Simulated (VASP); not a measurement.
Input:

```
Pd
1.0
   -1.55478     1.55478     1.55478
    1.55478    -1.55478     1.55478
    1.55478     1.55478    -1.55478
Pd
1
Cartesian
  0.00000   0.00000   0.00000
```

The numbers are results of r2SCAN meta-GGA, VASP's PBE PAW potentials (set 64) (plane waves; VASP), not measurements. Numerical set-up: 400 eV cut-off, 18×18×18 Γ-centred mesh, tetrahedra with Blöchl corrections, potentials Pd.

Q: Give the energies of bands 1 to 6 at the high-symmetry points, in eV from the Fermi level.

A: 
```csv
band,Γ,H,N,P
1,-7.03,-5.28,-5.30,-3.56
2,-2.97,-5.28,-4.17,-3.56
3,-2.97,0.22,-1.07,-3.56
4,-2.97,0.22,-0.79,-0.74
5,-1.02,0.22,0.61,-0.74
6,-1.02,9.73,1.71,9.28
```

It has no gap at this level: it comes out as a metal or semimetal.

The structure comes from a computed database's Pd entry (Im-3m); how it stands against other phases isn't given here. It was relaxed first.
